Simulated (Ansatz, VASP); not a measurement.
# CdF2: VASP beside Ansatz

Aim: how closely do two programs agree when they are given the same cell, functional and k mesh?

Program: Ansatz 0.2.0. Level of theory: plane waves, with VASP 6.6.1 beside it; band structure at r2SCAN0 and band structure at HSE06, spin-orbit coupling. Results are calculated unless marked as measured.

## (1) Starting point

Symmetry: Fm-3m, No. 225, cubic system. The conventional cell has a = 5.388 Å, b = 5.388 Å, c = 5.388 Å, α = 90.00°, β = 90.00°, γ = 90.00°. Nearest to Cd lie 8 F at 2.33 Å. Nearest to F lie 4 Cd at 2.33 Å. Farther neighbours and most contacts between anions are not listed.

Coordinates:

```cif
data_structure
_symmetry_space_group_name_H-M 'P 1'
_symmetry_Int_Tables_number 1
_cell_length_a 3.8099
_cell_length_b 3.8099
_cell_length_c 3.8099
_cell_angle_alpha 60.000
_cell_angle_beta 60.000
_cell_angle_gamma 60.000
_cell_volume 39.10
loop_
_atom_site_label
_atom_site_type_symbol
_atom_site_fract_x
_atom_site_fract_y
_atom_site_fract_z
_atom_site_occupancy
Cd1 Cd 0.00000 0.00000 0.00000 1
F2 F 0.25000 0.25000 0.25000 1
F3 F 0.75000 0.75000 0.75000 1
```

## (2) VASP: band structure, r2SCAN0

Levels along a path test the potential and the projectors away from the mesh points.

Lines of VASP's logs that name or quote its potential files are left out, and so is its time.

The run reads the wave functions of an earlier VASP run, which isn't shown here.

The input, INCAR:

```
SYSTEM = CdF2
PREC = Accurate
ENCUT = 520
EDIFF = 1E-06
NELM = 100
ISMEAR = 0
SIGMA = 0.02
LREAL = .FALSE.
ALGO = Normal
LHFCALC = .TRUE.
AEXX = 0.25
METAGGA = R2SCAN
LASPH = .TRUE.
NBANDS = 19
PRECFOCK = Fast
HFRCUT = -1
LORBIT = 11
LWAVE = .FALSE.
LCHARG = .FALSE.
KPAR = 4
```

The input, POSCAR:

```
CdF2
1.0
    0.0000000000      2.6940000000      2.6940000000
    2.6940000000      0.0000000000      2.6940000000
    2.6940000000      2.6940000000      0.0000000000
Cd F
1 2
Direct
    0.0000000000      0.0000000000      0.0000000000
    0.2500000000      0.2500000000      0.2500000000
    0.7500000000      0.7500000000      0.7500000000
```

The input, KPOINTS:

```
Automatic mesh
0
Gamma
5 5 5
0 0 0
```

The input, KPOINTS_OPT:

```
Line mode
6
Line-mode
Reciprocal
  0.00000000   0.00000000   0.00000000 GAMMA
  0.50000000   0.00000000   0.50000000 X

  0.50000000   0.00000000   0.50000000 X
  0.50000000   0.25000000   0.75000000 W

  0.50000000   0.25000000   0.75000000 W
  0.37500000   0.37500000   0.75000000 K

  0.37500000   0.37500000   0.75000000 K
  0.00000000   0.00000000   0.00000000 GAMMA

  0.00000000   0.00000000   0.00000000 GAMMA
  0.50000000   0.50000000   0.50000000 L

  0.50000000   0.50000000   0.50000000 L
  0.62500000   0.25000000   0.62500000 U

  0.62500000   0.25000000   0.62500000 U
  0.50000000   0.25000000   0.75000000 W

  0.50000000   0.25000000   0.75000000 W
  0.50000000   0.50000000   0.50000000 L

  0.50000000   0.50000000   0.50000000 L
  0.37500000   0.37500000   0.75000000 K

  0.62500000   0.25000000   0.62500000 U
  0.50000000   0.00000000   0.50000000 X
```

Potentials, in the order of the species: Cd and F (PBE family, release 64).

Command:

```bash
> mpirun -np 4 vasp_std
```

Numbers of over 12 decimals in the logs are rounded to 6 here.

Output:

```text
[banner, memory and clock lines left out]
running    4 mpi-ranks, on    1 nodes
 distrk:  each k-point on    1 cores,    4 groups
 distr:  one band on    1 cores,    1 groups

 POSCAR found type information on POSCAR CdF
 POSCAR found :  2 types and       3 ions
|                                                                             |
|               ----> ADVICE to this user running VASP <----                  |
|                                                                             |
|     You enforced a specific xc type in the INCAR file but a different       |
|     [... a line on the potential file left out ...]
|     I HOPE YOU KNOW WHAT YOU ARE DOING!                                     |
|                                                                             |

 LDA part: xc-table for (None), standard interpolation
 found WAVECAR, reading the header
 POSCAR, INCAR and KPOINTS ok, starting setup
 FFT: planning ... GRIDC
 FFT: planning ... GRID_SOFT
 FFT: planning ... GRID
 HFRCUT set to (new)   10.528053
 reading WAVECAR
 the WAVECAR file was read successfully
 initial charge from wavefunction
 entering main loop
       N       E                     dE             d eps       ncg     rms          rms(c)
DAV:   1    -0.323546524420E+02   -0.32355E+02   -0.11186E+00   380   0.918E+00    0.133E+00
DAV:   2    -0.323581679227E+02   -0.35155E-02   -0.68240E-02   392   0.241E+00    0.105E+00
DAV:   3    -0.323521989634E+02    0.59690E-02   -0.25129E-02   404   0.149E+00    0.623E-01
DAV:   4    -0.323522630409E+02   -0.64078E-04   -0.20259E-03   389   0.509E-01    0.379E-01
DAV:   5    -0.323520254698E+02    0.23757E-03   -0.27460E-04   383   0.250E-01    0.226E-01
DAV:   6    -0.323519707924E+02    0.54677E-04   -0.10955E-04   380   0.118E-01    0.135E-01
DAV:   7    -0.323519543547E+02    0.16438E-04   -0.12049E-05   380   0.494E-02    0.809E-02
DAV:   8    -0.323519485173E+02    0.58374E-05   -0.73996E-06   380   0.334E-02    0.491E-02
DAV:   9    -0.323519471116E+02    0.14057E-05   -0.25599E-06   300   0.187E-02    0.308E-02
DAV:  10    -0.323519465673E+02    0.54430E-06   -0.70464E-07   289   0.107E-02
   1 F= -.32351947E+02 E0= -.32351947E+02  d E =-.365229E-60
 Start KPOINTS_OPT (optional k-point list driver)
k-point batch [1-10\60]
       N       E                     dE             ncg
DAV:   1     0.108127548442E+03   -0.66063E+04      380
DAV:   2    -0.241277377719E+04   -0.25209E+04      415
DAV:   3    -0.254799540709E+04   -0.13522E+03      413
DAV:   4    -0.254953490742E+04   -0.15395E+01      425
DAV:   5    -0.254954116737E+04   -0.62600E-02      422
DAV:   6    -0.254954119070E+04   -0.23330E-04      416
DAV:   7    -0.254954119080E+04   -0.99849E-07      269
[...]
k-point batch [51-60\60]
       N       E                     dE             ncg
DAV:   1     0.138502284228E+03   -0.95227E+04      380
DAV:   2    -0.242930083206E+04   -0.25678E+04      404
DAV:   3    -0.256386140045E+04   -0.13456E+03      413
DAV:   4    -0.256551146266E+04   -0.16501E+01      425
DAV:   5    -0.256551802565E+04   -0.65630E-02      413
DAV:   6    -0.256551805060E+04   -0.24947E-04      413
DAV:   7    -0.256551805069E+04   -0.92280E-07      269
```

Parts of OUTCAR (step 2):

```text
ion  position               nearest neighbor table
   1  0.000  0.000  0.000-   3 2.33   3 2.33   3 2.33   2 2.33   3 2.33   2 2.33   2 2.33   2 2.33

  LATTYP: Found a face centered cubic cell.
 ALAT       =     5.3880000000

 Subroutine GETGRP returns: Found 48 space group operations
 (whereof 48 operations were pure point group operations)

The static configuration has the point symmetry O_h .

 Found     10 irreducible k-points:

   k-points           NKPTS =     10   k-points in BZ     NKDIM =    125   number of bands    NBANDS=     19

   dimension x,y,z NGX =    28 NGY =   28 NGZ =   28
   dimension x,y,z NGXF=    56 NGYF=   56 NGZF=   56

   ENCUT  =  520.0 eV  38.22 Ry    6.18 a.u.   7.08  7.08  7.08*2*pi/ulx,y,z

   NELECT =      26.0000    total number of electrons

 k-points in reciprocal lattice and weights: Automatic mesh
   0.00000000  0.00000000  0.00000000       0.008
   0.20000000  0.00000000  0.00000000       0.064
   0.40000000  0.00000000  0.00000000       0.064
   0.20000000  0.20000000  0.00000000       0.048
   0.40000000  0.20000000  0.00000000       0.192
  -0.40000000  0.20000000  0.00000000       0.192
  -0.20000000  0.20000000  0.00000000       0.096
   0.40000000  0.40000000  0.00000000       0.048
  -0.40000000  0.40000000  0.00000000       0.096
  -0.40000000  0.40000000  0.20000000       0.192

  exchange ACFDT corr.  =         0.00000000  see jH, gK, PRB 81, 115126

 average (electrostatic) potential at core
       1 -36.1966       2 -73.2518       3 -73.2518

 E-fermi :  -3.5391

 k-point     1 :       0.0000    0.0000    0.0000
  band No.  band energies     occupation
    ...
      9      -4.7018      2.00000
     10      -4.7017      2.00000
     11      -4.2605      2.00000
     12      -4.2605      2.00000
     13      -4.2604      2.00000
     14       2.6887      0.00000
     15      12.6691      0.00000
     16      12.6691      0.00000
     17      12.6691      0.00000
     18      17.0601      0.00000
    ...

 k-point     2 :       0.2000    0.0000    0.0000
  band No.  band energies     occupation
    ...
      9      -4.9926      2.00000
     10      -4.9925      2.00000
     11      -4.5875      2.00000
     12      -4.2113      2.00000
     13      -4.2112      2.00000
     14       3.9922      0.00000
     15      11.0691      0.00000
     16      13.3073      0.00000
     17      13.3073      0.00000
     18      19.1173      0.00000
    ...

 k-point     3 :       0.4000    0.0000    0.0000
  band No.  band energies     occupation
    ...
      9      -5.7172      2.00000
     10      -5.5244      2.00000
     11      -5.5243      2.00000
     12      -4.1436      2.00000
     13      -4.1435      2.00000
     14       6.4600      0.00000
     15       9.2074      0.00000
     16      14.5728      0.00000
     17      14.5728      0.00000
     18      18.1998      0.00000
    ...

  energy-cutoff  :      520.00
  volume of cell :       39.10
      direct lattice vectors                 reciprocal lattice vectors
     0.000000000  2.694000000  2.694000000    -0.185597624  0.185597624  0.185597624
     2.694000000  0.000000000  2.694000000     0.185597624 -0.185597624  0.185597624
     2.694000000  2.694000000  0.000000000     0.185597624  0.185597624 -0.185597624

 POSITION                                       TOTAL-FORCE (eV/Angst)
 -----------------------------------------------------------------------------------
      0.00000      0.00000      0.00000         0.000000     -0.000000      0.000000
      1.34700      1.34700      1.34700         0.000000      0.000000     -0.000000
      4.04100      4.04100      4.04100        -0.000000     -0.000000      0.000000
 -----------------------------------------------------------------------------------
    total drift:                                0.000000      0.000000      0.000000

  FREE ENERGIE OF THE ION-ELECTRON SYSTEM (eV)
  ---------------------------------------------------
  free  energy   TOTEN  =       -32.3519465673 eV

  energy  without entropy=      -32.3519465673  energy(sigma->0) =      -32.35194657

 total charge
# of ion       s       p       d       tot
------------------------------------------
    1        0.183   0.173   9.729  10.085
    2        1.746   4.402   0.000   6.148
    3        1.746   4.402   0.000   6.148
--------------------------------------------------
tot          3.676   8.977   9.729  22.381

[... 3 further parts left out ...]
```

Spin-orbit coupling is off here; it would split degenerate levels.

## (3) Ansatz: band structure, r2SCAN0

Ansatz runs on its default PAW (the set named soft_2) files.

The same cell, functional, mesh and smearing now go to Ansatz, which takes its cutoff from its data sets.

The input, input.yaml:

```yaml
crystal:
  lattice:
    - [0.0, 2.694, 2.694]
    - [2.694, 0.0, 2.694]
    - [2.694, 2.694, 0.0]
  atoms:
    - { symbol: Cd, position: [0.0, 0.0, 0.0] }
    - { symbol: F, position: [0.25, 0.25, 0.25] }
    - { symbol: F, position: [0.75, 0.75, 0.75] }
hamiltonian:
  xc: r2scan0
  pseudopotentials: { kind: paw }
kpoints:
  mp_grid: { grid: [5, 5, 5] }
  band_path:
    path:
      - [0.0, 0.0, 0.0]
      - [0.5, 0.0, 0.5]
      - [0.5, 0.2, 0.7]
      - [0.5, 0.25, 0.75]
      - [0.4, 0.35, 0.75]
      - [0.15, 0.15, 0.3]
      - [0.2, 0.2, 0.2]
      - [0.55, 0.4, 0.55]
      - [0.6, 0.25, 0.65]
      - [0.5, 0.25, 0.75]
      - [0.5, 0.5, 0.5]
      - [0.375, 0.375, 0.75]
      - [0.5, 0.0, 0.5]
    npoints: 1
scf:
  occupations: { method: gaussian, width: 0.02 }
  n_extra_bands: 7
output:
  forces: true
  stress: true
  eigenvalues: true
```

Command:

```bash
> ansatz run input.yaml --threads 4 --pin off --max-ram 9216MiB --backend cpu --events-out ev --progress --plain --runs-dir out
```

Output:

```text
Warning: output.stress: scf.convergence.dr2_threshold = 1e-7 eV (the SCF's general default) is looser than the 3e-10 eV advised for a printed stress (1e-10 eV for each atom of the cell: 3). What an SCF threshold leaves in a stress goes as its square root, and in the free energy as the threshold itself, and one threshold admits the most on a small cell: [figures from the program's tests cut] Set scf.convergence.dr2_threshold to 3e-10 eV or tighter. The threshold is an SCF's pass mark: one that does not reach it within its budget of iterations ends unconverged, or closes short of it on a stop that the run arms, and scf.convergence.dr2_threshold's page says what that costs each kind of run
Warning: output.stress: scf.exx.energy_threshold = 1e-6 eV is looser than the 3e-8 eV advised for a stress under a hybrid functional (1e-8 eV for each atom of the cell: 3). Every SCF of the exchange loop can meet its threshold on dr2 while the loop round them stops early: no threshold on dr2 bounds what that leaves in the stress. Set scf.exx.energy_threshold to 3e-8 eV or tighter. The threshold is the loop's pass mark: a loop that does not reach it within its budget of cycles ends unconverged, and scf.exx.energy_threshold's page has the law
scf.n_extra_bands = 7 over 17 filled bands (N_el = 34.0): the run solves 24 bands
Engine: ansatz 0.2.0, aarch64-unknown-linux-gnu
Pseudopotentials: kind: paw
Pseudopotential: Cd, paw, valence charge 20, recommended cutoff 500 eV (meta_gga), Cd.paw.azcp
Pseudopotential: F, paw, valence charge 7, recommended cutoff 500 eV (meta_gga), F.paw.azcp
Functional definition: r2SCAN0
  parameter a = 0.25
  parameter k0 = 0.174
  parameter k1 = 0.065
  parameter a1 = 4.9479
  exchange = (1 - a)*r2scan_x(k0 = k0, k1 = k1, a1 = a1) + a*exact_x
  correlation = r2scan_c
Crystal: 3 atoms, lattice volume = 39.104 Å³
Basis set: ecut = 500 eV, 965 PW (Γ), exchange–correlation on 120×120×120 points (64 copies of the dense FFT grid, shifted against one another)
Bands: 24, of which v1, the nominal top of the filled ones, is band 17 counted from 1 (16 counted from 0)
Symmetry: 48 space group operations
Space group: Fm-3m (ITA 225), of the structure as read, at distance tolerance 3.4e-5 Å
k-points: 10 of 125
Non-local potential: Cd, projectors of the file, l = 0: 3, l = 1: 2, l = 2: 2, l = 3: 1
Non-local potential: F, projectors of the file, l = 0: 2, l = 1: 2, l = 2: 1
PAW form: soft (Blöchl's): semilocal exchange-correlation on the pseudo side does not see the compensation charge
PAW frozen core: Cd, regenerated for the run's functional, and the local potential with it (the file was generated under x = pbe(κ = 0.804, μ = 0.219515), c = pbe(β = 0.066725))
PAW frozen core: F, regenerated for the run's functional, and the local potential with it (the file was generated under x = pbe(κ = 0.804, μ = 0.219515), c = pbe(β = 0.066725))
PAW one-centre angular grid: Cd, 590 points (default); XC on 160 Gauss nodes
PAW one-centre angular grid: F, 302 points (default); XC on 160 Gauss nodes
Initial density: superposition of atomic densities (neutral atoms: chi_scale 0, normalization atom), corrected by the library's trained network
Initial wavefunctions: pseudopotential atomic-orbital guess
Functional: x = r2scan, c = r2scan; τ floored in thin density (d = 2e-4 eV/Å³), warm-up for x = 0.75 r2scan + 0.25 exact, c = r2scan; τ floored in thin density (d = 2e-4 eV/Å³)
SCF iter   1: F=—  HF=-9889.347297 eV  |F-HF|=—  |Δ(HF+E_count)|=         —  Δρ=1.07e-2  dr2=3.48e-2  dr2_τ=7.62e-2  ethr=1.77e-3  ⟨swp⟩=11.9  Hψ=1171  notcnv=0
preconditioner: auto → none  [insulator: Δε(μ)=4.019 eV  Ē_g=21.144 eV  σ=0.020 eV  W_gap=1.00  n_scr=14 (ndim 8)  ℏωp=30.3 eV  f_vac=0.142  D(μ)=0.00/eV (n_scr^D=0)]
SCF iter   2: F=—  HF=-9889.376781 eV  |F-HF|=—  |Δ(HF+E_count)|=   2.95e-2  Δρ=6.17e-3  dr2=4.55e-3  dr2_τ=1.58e-3  ethr=1.02e-4  ⟨swp⟩=4.3  Hψ=657  notcnv=0
SCF iter   3: F=-9889.376401 eV  HF=-9889.376432 eV  |F-HF|=3.01e-5  |Δ(HF+E_count)|=   3.50e-4  Δρ=2.38e-3  dr2=9.22e-4  dr2_τ=2.45e-4  ethr=1.34e-5  ⟨swp⟩=3.0  Hψ=564  notcnv=0
SCF 1 stopped early in 3 iterations: F = -9889.376401 eV  dr2 = 9.22e-4
  greatest PAW one-centre occupation: 1.003 electrons in one spin orbital (limit 2), on the Cd atom at site 0 (counted from 0), in its partial waves of l = 1
Initial density: handed on by an earlier stage of this run
Initial wavefunctions: those handed on with the density
Functional: x = 0.75 r2scan + 0.25 exact, c = r2scan; τ floored in thin density (d = 2e-4 eV/Å³)
Frozen-core exchange: fock
SCF iter   1: F=—  HF=-9888.266100 eV  |F-HF|=—  |Δ(HF+E_count)|=         —  Δρ=9.41e-3  dr2=2.94e-2  dr2_τ=2.92e-3  ethr=2.71e-5  ⟨swp⟩=4.6  Hψ=888  notcnv=0
preconditioner: auto → none  [insulator: Δε(μ)=6.574 eV  Ē_g=24.241 eV  σ=0.020 eV  W_gap=1.00  n_scr=14 (ndim 8)  ℏωp=30.3 eV  f_vac=0.143  D(μ)=0.00/eV (n_scr^D=0)]
SCF iter   2: F=—  HF=-9888.258053 eV  |F-HF|=—  |Δ(HF+E_count)|=   8.05e-3  Δρ=2.67e-3  dr2=2.58e-3  dr2_τ=3.23e-4  ethr=2.71e-5  ⟨swp⟩=3.1  Hψ=601  notcnv=0
SCF iter   3: F=—  HF=-9888.265509 eV  |F-HF|=—  |Δ(HF+E_count)|=   7.46e-3  Δρ=1.07e-3  dr2=4.85e-4  dr2_τ=1.50e-5  ethr=3.91e-6  ⟨swp⟩=3.4  Hψ=624  notcnv=0
iter 4 solved again at ethr=6.94e-9 eV; its pass at ethr=1.15e-6 eV (dr2=2.36e-6 eV) is discarded
SCF iter   4: F=—  HF=-9888.265383 eV  |F-HF|=—  |Δ(HF+E_count)|=   1.26e-4  Δρ=1.32e-4  dr2=1.57e-5  dr2_τ=4.71e-7  ethr=6.94e-9  ⟨swp⟩=3.8  Hψ=1038  notcnv=0
eigensolver tolerance schedule calibrated: the retry pair's looser diagonalisation under-reported the residual by θ = 0.24 (0.11/decade); ethr = c·dr2/N_el runs at the constant in force after the calibration composes with the one it found (an armed cap, an earlier calibration), c = 8.4e-2
SCF iter   5: F=-9888.265484 eV  HF=-9888.265485 eV  |F-HF|=1.06e-6  |Δ(HF+E_count)|=   1.02e-4  Δρ=1.20e-4  dr2=3.29e-6  dr2_τ=1.56e-7  ethr=6.94e-9  ⟨swp⟩=4.2  Hψ=676  notcnv=0
SCF 2 stopped early in 5 iterations: F = -9888.265484 eV  dr2 = 3.29e-6
hybrid outer 1: dexx = +9.086e-3 eV, tail = 2.41e-5 eV
Frozen-core exchange: fock
SCF iter   1: F=—  HF=-9888.265668 eV  |F-HF|=—  |Δ(HF+E_count)|=         —  Δρ=5.31e-5  dr2=5.68e-7  dr2_τ=3.17e-7  ethr=3.54e-7  ⟨swp⟩=3.6  Hψ=536  notcnv=0
preconditioner: auto → none  [insulator: Δε(μ)=6.517 eV  Ē_g=24.186 eV  σ=0.020 eV  W_gap=1.00  n_scr=14 (ndim 8)  ℏωp=30.3 eV  f_vac=0.148  D(μ)=0.00/eV (n_scr^D=0)]
SCF iter   2: F=—  HF=-9888.265668 eV  |F-HF|=—  |Δ(HF+E_count)|=   1.91e-7  Δρ=1.71e-5  dr2=8.87e-8  dr2_τ=8.14e-9  ethr=1.32e-9  ⟨swp⟩=4.0  Hψ=659  notcnv=0
SCF iter   3: F=—  HF=-9888.265669 eV  |F-HF|=—  |Δ(HF+E_count)|=   2.71e-9  Δρ=1.10e-5  dr2=4.62e-8  dr2_τ=1.65e-9  ethr=1.43e-10  ⟨swp⟩=4.0  Hψ=638  notcnv=0
SCF iter   4: F=—  HF=-9888.265669 eV  |F-HF|=—  |Δ(HF+E_count)|=   1.38e-7  Δρ=9.95e-6  dr2=2.54e-8  dr2_τ=1.40e-9  ethr=6.26e-11  ⟨swp⟩=3.4  Hψ=603  notcnv=0  defer=2
SCF iter   5: F=-9888.265669 eV  HF=-9888.265669 eV  |F-HF|=4.41e-9  |Δ(HF+E_count)|=   9.05e-9  Δρ=4.30e-6  dr2=4.61e-9  dr2_τ=2.38e-10  ethr=5.96e-11  ⟨swp⟩=3.0  Hψ=441  notcnv=0
SCF 3 converged in 5 iterations: F = -9888.265669 eV  dr2 = 4.61e-9
  Residual-converged pass: ⟨swp⟩=3.0  Hψ=484  notcnv=0  max |occ|·‖R‖ = 2.4e-6 eV (tolerance 2.4e-6 eV)  dr2=4.33e-9  dr2_τ=2.06e-10  dr2_onsite=8.34e-10  max |Δocc| = 0.0e0
hybrid outer 2: dexx = +2.681e-7 eV, tail = 2.17e-8 eV, Δε = 3.72e-3 eV (about 1.48e-4 eV left of the loop's levels)
NSCF: frozen V_eff on 13 k-points
hybrid SCF converged: 2 outer / 10 inner (+3 warm-up), last move |dexx| = 2.68e-7 eV, tail = 2.17e-8 eV
Stability not checked: this state was not tested for a lower state beside it, because the functional holds exact exchange (a hybrid, or Hartree-Fock), whose exchange loop this test does not read (fock_operator; see scf.lower_state_search)
Free energy (F): -9888.265669 eV
Frozen-core exchange: fock
Harris-Foulkes:  -9888.265669 eV  (|F-HF|=4.41e-9)
Internal energy: -9888.265669 eV  (E = F + TS)
E sigma→0 (E₀):  -9888.265669 eV
Fermi energy:    7.229558 eV
--- Per-component energies (eV) ---
  E_band       = -612.474823
  E_kinetic    = 926.303156
  E_local      = -4244.931763  (includes V_loc(G=0)·N_el)
  E_nonlocal   = 181.872828
  E_hartree    = 1885.505116
  E_xc         = -251.954385
  E_vxc        = -361.938832  (∫ρ·V_xc dr)
  E_exx        = -156.418249  (= α·E_x^exact, valence–valence)
  E_paw        = -4433.709786  (= ΣΔE_a)
  E_vpaw       = -594.659939  (= ΣTr[D̂ρ^β])
  E_aug_tail   = 0.002256  (compensation charges beyond the density's cutoff)
  E_vtau       = 22.698517  (kinetic-family band-sum trace: ∫τ·v_τ [+ j·A + Jᵃ·Aᵃ] dr)
  E_ewald      = -3793.856633
  E_core_change = -1.078210  (= ΣΔE_core)
  E_smearing   = -0.000000  (= −TS)
  E_closure    = -0.000000  (closes the sum)
  Σ components = -9888.265669   (vs F -9888.265669, Δ=-1.82e-12)
--- Forces (eV/Å), atoms counted from 1 ---
  atom   1  Cd    -0.00000000     0.00000000     0.00000000
  atom   2  F     -0.00000000    -0.00000000    -0.00000000
  atom   3  F     -0.00000000    -0.00000000     0.00000000
  max |Σ_I F_I| component: 4.63e-18 eV/Å
--- Stress (GPa, compression-positive) ---
       -1.850014       0.000000      -0.000000
       -0.000000      -1.850014       0.000000
       -0.000000       0.000000      -1.850014
  P = ⅓ Tr σ = -1.8500 GPa (-18.500 kbar)
--- Band table (eV; the first three rows and the last of 10) ---
  k-point 0: bands = [... 13 lower, 3.0408, 3.4705, 3.4705, 3.4705, 10.4878, 20.4297, 20.4297, 20.4297, ... 3 higher]
  k-point 1: bands = [... 13 lower, 2.7508, 3.1471, 3.5217, 3.5217, 11.7828, 18.8271, 21.0708, 21.0708, ... 3 higher]
  k-point 2: bands = [... 13 lower, 2.2235, 2.2235, 3.5913, 3.5913, 14.2421, 16.9617, 22.3429, 22.3429, ... 3 higher]
  k-point 9: bands = [... 13 lower, 2.0176, 2.8659, 3.4544, 3.9711, 15.5486, 17.7749, 20.3595, 20.4105, ... 3 higher]
```

It took 58 s on 4 threads of Arm Neoverse N1, shared host; peak memory 1 GiB.

In the SCF lines HF is the Harris–Foulkes energy and dr2 the Hartree energy of the density residual, in eV; the loop may stop once dr2 is under the threshold and the program's other checks hold. Hψ counts applications of the Hamiltonian.

(Continued in part 2 of 2.)

[Lines on the potential files, build, host, timing and source positions are cut from VASP's logs without a mark.]

[Logs are printed without paths, hosts, clocks, repeated set-up lines and the standing remarks that a program may print on its own settings, such as how far it seeks lower states.]

[Hosts, paths, dates, database ids (printed as entryN), source tags and the programs' standing remarks are cut or masked in the printed files.]
